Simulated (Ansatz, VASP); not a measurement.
# HfSi in two plane-wave programs

Wanted: the spread between two codes on one cell, functional and k mesh. The cell is generated by rule, not measured, and may not be a known phase. The cell is taken from a series of runs on this material, whose earlier steps may have relaxed, scaled, displaced or heated it; both programs get it as it stands.

Program: Ansatz 0.2.0. Level of theory: plane waves, with VASP 6.6.1 beside it; single point at LDA. Results are calculated unless marked as measured.

The structure was built from a prototype and need not be the compound's stable phase.

## Step 1: Starting point

The structure is monoclinic, space group P2/m (No. 10). The conventional cell has a = 4.559 Å, b = 3.224 Å, c = 4.559 Å, α = 90.00°, β = 90.00°, γ = 90.00°. Nearest to Hf lie 8 Si at 2.75 to 2.84 Å and 1 Hf at 3.07 Å. Nearest to Si lie 8 Hf at 2.75 to 2.84 Å. Farther neighbours are not listed.

Structure file:

```xyz
4
Lattice="-3.2236 0.0000 0.0000 0.0000 -3.2236 -3.2236 0.0000 -3.2236 3.2236" Properties=species:S:1:pos:R:3 pbc="T T T"
Hf    0.0000   -0.0776    0.0322
Hf    0.0000   -3.1461   -0.0322
Si   -1.6118   -4.8891   -1.4825
Si   -1.6118   -4.7818    1.4825
```

## Step 2: VASP: single point, LDA, pair 1

A single point gives forces, pressure and levels at one fixed geometry, so differences don't come from the geometry; what else differs is listed under the comparison.

Lines of VASP's logs that name or quote its potential files are left out, and so is its time.

INCAR

```
SYSTEM = HfSi
PREC = Accurate
ENCUT = 500
EDIFF = 1E-06
NELM = 120
ISMEAR = 1
SIGMA = 0.15
LREAL = .FALSE.
ALGO = Normal
GGA = PW92
NBANDS = 20
LASPH = .TRUE.
LORBIT = 11
LWAVE = .FALSE.
LCHARG = .FALSE.
ISIF = 2
GGA_COMPAT = .FALSE.
KPAR = 2
```

POSCAR

```
HfSi
1.0
   -3.2236273898      0.0000000000      0.0000000000
    0.0000000000     -3.2236273898     -3.2236273898
    0.0000000000     -3.2236273898      3.2236273898
Hf Si
2 2
Direct
    0.0000000000      0.0070375697      0.0170198002
    0.0000000000      0.4929624303      0.4829801998
    0.5000000000      0.9882655603      0.5283788051
    0.5000000000      0.5117344397      0.9716211949
```

KPOINTS

```
Automatic mesh
0
Gamma
12 8 8
0 0 0
```

The projector-augmented-wave data sets are Hf_pv and Si (LDA family, release 64).

On the command line:

```sh
$ mpirun -np 2 vasp_std
```

Numbers of over 12 decimals in the logs are rounded to 6 here.

Log:

```text
[banner, memory and clock lines left out]
running    2 mpi-ranks, on    1 nodes
 distrk:  each k-point on    1 cores,    2 groups
 distr:  one band on    1 cores,    1 groups

 POSCAR found type information on POSCAR HfSi
 POSCAR found :  2 types and       4 ions
|                                                                             |
|               ----> ADVICE to this user running VASP <----                  |
|                                                                             |
|     You enforced a specific xc type in the INCAR file but a different       |
|     [... a line on the potential file left out ...]
|     I HOPE YOU KNOW WHAT YOU ARE DOING!                                     |
|                                                                             |

 LDA part: xc-table for (Slater(with rela. corr.)+PW92), standard interpolation
 POSCAR, INCAR and KPOINTS ok, starting setup
 FFT: planning ... GRIDC
 FFT: planning ... GRID_SOFT
 FFT: planning ... GRID
 WAVECAR not read
 entering main loop
       N       E                     dE             d eps       ncg     rms          rms(c)
DAV:   1     0.781006447582E+02    0.78101E+02   -0.14174E+04  9520   0.126E+03
DAV:   2    -0.318124857728E+02   -0.10991E+03   -0.10645E+03 11832   0.276E+02
DAV:   3    -0.359665261366E+02   -0.41540E+01   -0.40309E+01 12392   0.362E+01
DAV:   4    -0.360273928714E+02   -0.60867E-01   -0.60354E-01 11396   0.460E+00
DAV:   5    -0.360283861139E+02   -0.99324E-03   -0.99263E-03 11468   0.539E-01    0.636E+01
DAV:   6    -0.347646335227E+02    0.12638E+01   -0.48740E+00 10608   0.854E+00    0.406E+01
DAV:   7    -0.346573779760E+02    0.10726E+00   -0.63457E-01 12088   0.453E+00    0.386E+00
DAV:   8    -0.346446184087E+02    0.12760E-01   -0.60000E-02 10784   0.128E+00    0.113E+00
DAV:   9    -0.346440788955E+02    0.53951E-03   -0.83620E-03 12048   0.509E-01    0.392E-01
DAV:  10    -0.346438913042E+02    0.18759E-03   -0.12711E-03 11296   0.144E-01    0.167E-01
DAV:  11    -0.346438768183E+02    0.14486E-04   -0.17905E-04 11016   0.634E-02    0.710E-02
DAV:  12    -0.346438738916E+02    0.29266E-05   -0.11895E-05 11176   0.201E-02    0.959E-03
DAV:  13    -0.346438739309E+02   -0.39215E-07   -0.74598E-07  6912   0.567E-03
   1 F= -.34643874E+02 E0= -.34643681E+02  d E =-.578360E-03
```

OUTCAR, selected parts (step 2):

```text
ion  position               nearest neighbor table
   1  0.000  0.007  0.017-   3 2.75   3 2.75   4 2.78   4 2.78   4 2.82   4 2.82   3 2.84   3 2.84
                             2 3.07   2 3.16   2 3.29   2 3.38
   2  0.000  0.493  0.483-   4 2.75   4 2.75   3 2.78   3 2.78   3 2.82   3 2.82   4 2.84   4 2.84
                             1 3.07   1 3.16   1 3.29   1 3.38
   3  0.500  0.988  0.528-   1 2.75   1 2.75   2 2.78   2 2.78   2 2.82   2 2.82   1 2.84   1 2.84
                             4 2.97   4 3.13
   4  0.500  0.512  0.972-   2 2.75   2 2.75   1 2.78   1 2.78   1 2.82   1 2.82   2 2.84   2 2.84
                             3 2.97   3 3.13

  LATTYP: Found a simple tetragonal cell.
 ALAT       =     4.5588975747
 C/A-ratio  =     0.7071067812

 Subroutine GETGRP returns: Found  4 space group operations
 (whereof  2 operations were pure point group operations)

The static configuration has the point symmetry C_1h.
 The point group associated with its full space group is C_2h.

 Found    238 irreducible k-points:

   k-points           NKPTS =    238   k-points in BZ     NKDIM =    238   number of bands    NBANDS=     20

   dimension x,y,z NGX =    24 NGY =   36 NGZ =   36
   dimension x,y,z NGXF=    48 NGYF=   72 NGZF=   72

   ENCUT  =  500.0 eV  36.75 Ry    6.06 a.u.   5.88  8.31  8.31*2*pi/ulx,y,z

   NELECT =      28.0000    total number of electrons

 k-points in reciprocal lattice and weights: Automatic mesh
   0.00000000  0.00000000  0.00000000       0.001
   0.08333333  0.00000000  0.00000000       0.003
   0.16666667  0.00000000  0.00000000       0.003
   0.25000000  0.00000000  0.00000000       0.003
   0.33333333  0.00000000  0.00000000       0.003
   0.41666667  0.00000000  0.00000000       0.003
   0.50000000  0.00000000  0.00000000       0.001
   0.00000000  0.12500000  0.00000000       0.003
   0.00000000  0.00000000  0.12500000       0.003
[...]
0.41666667  0.50000000  0.50000000       0.003
   0.50000000  0.50000000  0.50000000       0.001

 average (electrostatic) potential at core
       1 -34.6217       2 -34.6217       3 -83.1585       4 -83.1585

 E-fermi :   7.5423

 k-point     1 :       0.0000    0.0000    0.0000
  band No.  band energies     occupation
    ...
      9       4.3630      2.00000
     10       4.6373      2.00000
     11       5.2799      2.00000
     12       5.5486      2.00000
     13       5.7909      2.00000
     14       8.7572     -0.00000
     15       8.9574     -0.00000
     16       9.5849     -0.00000
     17       9.7668     -0.00000
     18       9.8236     -0.00000
    ...

 k-point     2 :       0.0833    0.0000    0.0000
  band No.  band energies     occupation
    ...
      9       4.2440      2.00000
     10       4.4689      2.00000
     11       5.4361      2.00000
     12       5.5062      2.00000
     13       5.7957      2.00000
     14       8.9133     -0.00000
     15       9.1357     -0.00000
     16       9.2499     -0.00000
     17       9.3547     -0.00000
     18       9.6446     -0.00000
    ...

 k-point     3 :       0.1667    0.0000    0.0000
  band No.  band energies     occupation
    ...
      9       3.9064      2.00000
     10       4.0588      2.00000
     11       4.9554      2.00000
     12       5.8939      2.00000
     13       6.1539      2.00000
     14       8.5435     -0.00000
     15       8.6427     -0.00000
     16       8.8790     -0.00000
     17       9.2295     -0.00000
     18       9.5733     -0.00000
    ...

  Total        0.0182537      0.7573320     -0.9883288      0.0000000      0.3728289      0.0000000
  in kB        0.4365128     18.1105800    -23.6345609      0.0000000      8.9157038      0.0000000
  external PRESSURE =      -1.6958227 kB  Pullay stress =       0.0000000 kB

  energy-cutoff  :      500.00
  volume of cell :       67.00
      direct lattice vectors                 reciprocal lattice vectors
    -3.223627390  0.000000000  0.000000000    -0.310209549  0.000000000  0.000000000
     0.000000000 -3.223627390 -3.223627390     0.000000000 -0.155104775 -0.155104775
     0.000000000 -3.223627390  3.223627390     0.000000000 -0.155104775  0.155104775

 POSITION                                       TOTAL-FORCE (eV/Angst)
 -----------------------------------------------------------------------------------
      0.00000     -0.07755      0.03218         0.000000     -0.313924      0.139087
      0.00000     -3.14608     -0.03218         0.000000      0.313924     -0.139087
     -1.61181     -4.88910     -1.48250         0.000000      0.007052      0.055508
     -1.61181     -4.78179      1.48250         0.000000     -0.007052     -0.055508
 -----------------------------------------------------------------------------------
    total drift:                               -0.000000     -0.000000     -0.000000

  FREE ENERGIE OF THE ION-ELECTRON SYSTEM (eV)
  ---------------------------------------------------
  free  energy   TOTEN  =       -34.6438739309 eV

  energy  without entropy=      -34.6432955705  energy(sigma->0) =      -34.64368114

 total charge
# of ion       s       p       d       tot
------------------------------------------
    1        0.352   6.411   1.780   8.543
    2        0.352   6.411   1.780   8.543
    3        0.794   0.887   0.000   1.681
    4        0.794   0.887   0.000   1.681
--------------------------------------------------
tot          2.291  14.598   3.561  20.449

[... 3 further parts left out ...]
```

The run ends at a pressure of -0.17 GPa, with forces up to 0.34 eV/Å.

## Step 3: Ansatz: single point, LDA, pair 1

Ansatz runs on its default PAW (the set named soft_2) files.

The same cell, functional (in two slightly different forms), mesh and smearing now go to Ansatz, which takes its cutoff from its data sets.

input.yaml

```yaml
crystal:
  lattice:
    - [-3.2236273898, 0.0, 0.0]
    - [0.0, -3.2236273898, -3.2236273898]
    - [0.0, -3.2236273898, 3.2236273898]
  atoms:
    - { symbol: Hf, position: [0.0, 1.0070375697, 0.0170198002] }
    - { symbol: Hf, position: [0.0, 0.4929624303, 0.4829801998] }
    - { symbol: Si, position: [0.5, -0.0117344397, 0.5283788051] }
    - { symbol: Si, position: [0.5, 0.5117344397, -0.0283788051] }
kpoints:
  mp_grid: { grid: [12, 8, 8] }
hamiltonian:
  xc: lda
scf:
  occupations: { method: methfessel_paxton, width: 0.15 }
output:
  forces: true
  stress: true
  eigenvalues: true
```

On the command line:

```sh
$ ansatz run input.yaml --threads 4 --pin off --max-ram 7168MiB --backend cpu --events-out ev --progress --plain --runs-dir out
```

Log:

```text
Engine: ansatz 0.2.0, aarch64-unknown-linux-gnu
Pseudopotentials: kind: paw
Pseudopotential: Hf, paw, valence charge 26, recommended cutoff 420 eV (normal), Hf.paw.azcp
Pseudopotential: Si, paw, valence charge 4, recommended cutoff 420 eV (normal), Si.paw.azcp
Functional definition: SPW92
  exchange = slater_x
  correlation = pw_c
Crystal: 4 atoms, lattice volume = 66.998 Å³
Basis set: ecut = 420 eV, 1347 PW (Γ)
Bands: 36, of which v1, the nominal top of the filled ones, is band 30 counted from 1 (29 counted from 0)
Symmetry: 4 space group operations
Space group: P2/m (ITA 10), of the structure as read, at distance tolerance 4.1e-5 Å
k-points: 238 of 768
Non-local potential: Hf, projectors of the file, l = 0: 3, l = 1: 2, l = 2: 2, l = 3: 3
Non-local potential: Si, projectors of the file, l = 0: 2, l = 1: 2, l = 2: 2
PAW form: soft (Blöchl's): semilocal exchange-correlation on the pseudo side does not see the compensation charge
PAW frozen core: Hf, regenerated for the run's functional, and the local potential with it (the file was generated under x = pbe(κ = 0.804, μ = 0.219515), c = pbe(β = 0.066725))
PAW frozen core: Si, regenerated for the run's functional, and the local potential with it (the file was generated under x = pbe(κ = 0.804, μ = 0.219515), c = pbe(β = 0.066725))
PAW one-centre angular grid: Hf, 590 points (default); XC on 64 Gauss nodes
PAW one-centre angular grid: Si, 110 points (default); XC on 64 Gauss nodes
Initial density: superposition of atomic densities (neutral atoms: chi_scale 0, normalization atom), corrected by the library's trained network
Initial wavefunctions: pseudopotential atomic-orbital guess
Functional: x = slater, c = lda
SCF iter   1: F=—  HF=-32172.355330 eV  |F-HF|=—  |Δ(HF+E_count)|=         —  Δρ=7.67e-3  dr2=4.62e-2  ethr=1.77e-3  ⟨swp⟩=5.7  Hψ=31366  notcnv=0
preconditioner: auto → Kerker (q_TF=auto, 2.679 Å⁻¹)  [metal: Δε(μ)=0.003 eV  Ē_g=15.774 eV  σ=0.150 eV  W_gap=0.02  n_scr=18 (ndim 8)  ℏωp=33.9 eV  f_vac=0.000  D(μ)=4.29/eV (n_scr^D=46)]
SCF iter   2: F=—  HF=-32172.347522 eV  |F-HF|=—  |Δ(HF+E_count)|=   7.81e-3  S|Δr|=    0.00e0  Δρ=4.46e-3  dr2=1.48e-2  ethr=7.69e-5  ⟨swp⟩=1.4  Hψ=12058  notcnv=0
SCF iter   3: F=—  HF=-32172.345750 eV  |F-HF|=—  |Δ(HF+E_count)|=   1.77e-3  S|Δr|=    0.00e0  Δρ=1.42e-3  dr2=1.75e-3  ethr=2.47e-5  ⟨swp⟩=2.0  Hψ=13659  notcnv=0
SCF iter   4: F=—  HF=-32172.343832 eV  |F-HF|=—  |Δ(HF+E_count)|=   1.92e-3  S|Δr|=    0.00e0  Δρ=5.18e-4  dr2=2.29e-4  ethr=2.92e-6  ⟨swp⟩=2.0  Hψ=15600  notcnv=0
SCF iter   5: F=—  HF=-32172.343784 eV  |F-HF|=—  |Δ(HF+E_count)|=   4.82e-5  S|Δr|=    0.00e0  Δρ=8.72e-5  dr2=4.87e-6  ethr=3.82e-7  ⟨swp⟩=2.0  Hψ=15591  notcnv=0
SCF iter   6: F=—  HF=-32172.343781 eV  |F-HF|=—  |Δ(HF+E_count)|=   2.85e-6  S|Δr|=    0.00e0  Δρ=1.99e-5  dr2=2.61e-7  ethr=8.12e-9  ⟨swp⟩=2.0  Hψ=15579  notcnv=0
SCF iter   7: F=-32172.343781 eV  HF=-32172.343781 eV  |F-HF|=7.51e-8  |Δ(HF+E_count)|=   6.47e-8  S|Δr|=    0.00e0  Δρ=6.71e-6  dr2=3.52e-8  ethr=1.67e-10  ⟨swp⟩=7.6  Hψ=39159  notcnv=0
SCF 1 converged in 7 iterations: F = -32172.343781 eV  dr2 = 3.52e-8
  greatest PAW one-centre occupation: 0.998 electrons in one spin orbital (limit 2), on the Hf atom at site 1 (counted from 0), in its partial waves of l = 3
SCF converged after 7 iterations
Stability not checked: this state was not tested for a lower state beside it, because cold or Methfessel-Paxton smearing, or corrected tetrahedra, fill the levels in a way that the test cannot read (fill_not_monotonic; see scf.lower_state_search)
Free energy (F): -32172.343781 eV
Harris-Foulkes:  -32172.343781 eV  (|F-HF|=7.51e-8)
Internal energy: -32172.343292 eV  (E = F + TS)
E sigma→0 (E₀):  -32172.343659 eV
Entropy (-TS):   -0.000489 eV (-0.122 meV/atom)
Fermi energy:    17.576138 eV
Step filling:    the computed levels leave a gap of 0.0009 eV = 0.0 smearing widths at the electron count; against every level under it full and every level over it empty, smearing changes F+E_penalty+E_count by -0.091 meV and its σ→0 estimate by +0.031 meV
--- Per-component energies (eV) ---
  E_band       = 56.342027
  E_kinetic    = 939.913371
  E_local      = -11630.818474  (includes V_loc(G=0)·N_el)
  E_nonlocal   = -2411.543075
  E_hartree    = 5485.124581
  E_xc         = -709.538280
  E_vxc        = -633.726757  (∫ρ·V_xc dr)
  E_paw        = -14343.975820  (= ΣΔE_a)
  E_vpaw       = 2822.272663  (= ΣTr[D̂ρ^β])
  E_aug_tail   = 0.000009  (compensation charges beyond the density's cutoff)
  E_ewald      = -9506.588750
  E_core_change = 5.083147  (= ΣΔE_core)
  E_smearing   = -0.000489  (= −TS)
  E_closure    = 0.000000  (closes the sum)
  Σ components = -32172.343781   (vs F -32172.343781, Δ=0.00e0)
--- Forces (eV/Å), atoms counted from 1 ---
  atom   1  Hf     0.00000000    -0.31200744     0.13957916
  atom   2  Hf     0.00000000     0.31200744    -0.13957916
  atom   3  Si     0.00000000     0.00530502     0.05748008
  atom   4  Si     0.00000000    -0.00530502    -0.05748008
  max |Σ_I F_I| component: 8.67e-19 eV/Å
--- Stress (GPa, compression-positive) ---
       -0.181077       0.000000       0.000000
        0.000000       1.583943       0.877561
        0.000000       0.877561      -2.537583
  P = ⅓ Tr σ = -0.3782 GPa (-3.782 kbar)
--- Band table (eV; the first three rows and the last of 238) ---
  k-point 0: bands = [... 26 lower, 15.2976, 15.5840, 15.8238, 18.7896, 18.9882, 19.6292, 19.8129, 19.8693, ... 2 higher]
  k-point 1: bands = [... 26 lower, 15.5990, 15.7530, 16.1109, 18.6111, 19.0297, 19.0465, 19.4673, 19.8237, ... 2 higher]
  k-point 2: bands = [... 26 lower, 15.5050, 15.6769, 16.9295, 18.0868, 18.2475, 18.8884, 19.2490, 20.1513, ... 2 higher]
  k-point 237: bands = [... 26 lower, 14.6313, 14.6440, 15.4476, 15.5993, 18.9361, 19.0057, 19.0146, 19.0684, ... 2 higher]
```

The run ends at a pressure of -0.38 GPa, with forces up to 0.34 eV/Å.

## Step 4: Comparison

Known differences besides the potentials themselves: the data sets hold 60 valence electrons in Ansatz (on its default PAW (the set named soft_2) files) and 28 in VASP; the cutoff is 420 eV in Ansatz and 500 eV in VASP; VASP's log shows a relativistic correction to its local exchange, Ansatz's none. Total energies have different zeros and are not compared.

The two programs side by side:

| quantity | Ansatz | VASP | difference |
| --- | --- | --- | --- |
| pressure (GPa) | -0.38 | -0.17 | -0.21 |

Forces (eV/Å; atoms numbered as in POSCAR):

| atom | Ansatz x, y, z | VASP x, y, z |
| --- | --- | --- |
| Hf1 | 0.000, -0.312, 0.140 | 0.000, -0.314, 0.139 |
| Hf2 | 0.000, 0.312, -0.140 | 0.000, 0.314, -0.139 |
| Si3 | 0.000, 0.005, 0.057 | 0.000, 0.007, 0.056 |
| Si4 | 0.000, -0.005, -0.057 | 0.000, -0.007, -0.056 |

The forces differ by 1.4 meV/Å r.m.s., which is 1.0 % of the r.m.s. force of 0.142 eV/Å (both taken over all components).

## Step 5: VASP: single point, LDA, pair 2

With cell and atoms fixed, the geometry can't cause a difference; cores, projectors, grids and the points listed under the comparison can.

INCAR is that of step 2.

POSCAR

```
HfSi
1.0
   -3.2236273898      0.0000000000      0.0000000000
    0.0000000000     -3.2236273898     -3.2236273898
    0.0000000000     -3.2236273898      3.2236273898
Hf Si
2 2
Direct
    0.0000000000      0.0110590381      0.0267454003
    0.0000000000      0.4889409619      0.4732545997
    0.5000000000      0.9815601661      0.5445952651
    0.5000000000      0.5184398339      0.9554047349
```

KPOINTS is that of step 2.

On the command line:

```sh
$ mpirun -np 2 vasp_std
```

Log:

```text
[banner, memory and clock lines left out]
running    2 mpi-ranks, on    1 nodes
[...]
[... a notice as in an earlier step ...]

 LDA part: xc-table for (Slater(with rela. corr.)+PW92), standard interpolation
 POSCAR, INCAR and KPOINTS ok, starting setup
[...]
entering main loop
       N       E                     dE             d eps       ncg     rms          rms(c)
DAV:   1     0.777786847373E+02    0.77779E+02   -0.14151E+04  9536   0.126E+03
DAV:   2    -0.317727358984E+02   -0.10955E+03   -0.10612E+03 11740   0.276E+02
DAV:   3    -0.359885734540E+02   -0.42158E+01   -0.40989E+01 12444   0.364E+01
DAV:   4    -0.360496678047E+02   -0.61094E-01   -0.60708E-01 11456   0.460E+00
[...]
DAV:  11    -0.346780789908E+02    0.24266E-04   -0.23325E-04 11048   0.795E-02    0.635E-02
DAV:  12    -0.346780763886E+02    0.26021E-05   -0.11730E-05 11264   0.218E-02    0.104E-02
DAV:  13    -0.346780763828E+02    0.58772E-08   -0.12407E-06  7100   0.679E-03
   1 F= -.34678076E+02 E0= -.34678156E+02  d E =0.239430E-03
```

From OUTCAR (step 5):

```text
  Total       -0.1156730      1.2612768     -1.8196499      0.0000000      0.6043321      0.0000000
  in kB       -2.7661648     30.1617469    -43.5144918      0.0000000     14.4517938      0.0000000
  external PRESSURE =      -5.3729699 kB  Pullay stress =       0.0000000 kB

 POSITION                                       TOTAL-FORCE (eV/Angst)
 -----------------------------------------------------------------------------------
      0.00000     -0.12187      0.05057         0.000000     -0.272429      0.200234
      0.00000     -3.10176     -0.05057         0.000000      0.272429     -0.200234
     -1.61181     -4.91976     -1.40861         0.000000      0.080136     -0.027299
     -1.61181     -4.75113      1.40861         0.000000     -0.080136      0.027299
 -----------------------------------------------------------------------------------
    total drift:                                0.000000     -0.000000     -0.000000

  FREE ENERGIE OF THE ION-ELECTRON SYSTEM (eV)
  ---------------------------------------------------
  free  energy   TOTEN  =       -34.6780763828 eV

  energy  without entropy=      -34.6783158130  energy(sigma->0) =      -34.67815619

[... 2 parts as in an earlier step ...]

[... 1 further part left out ...]
[key lines of the parts left out:]
E-fermi :   7.5646
```

The run ends at a pressure of -0.54 GPa, with forces up to 0.34 eV/Å.

[end of part 1 of 2]

[Lines on the potential files, build, host, timing and source positions are cut from VASP's logs without a mark.]

[Logs are printed without paths, hosts, clocks, repeated set-up lines and the standing remarks that a program may print on its own settings, such as how far it seeks lower states.]

[Hosts, paths, dates, database ids (printed as entryN), source tags and the programs' standing remarks are cut or masked in the printed files.]
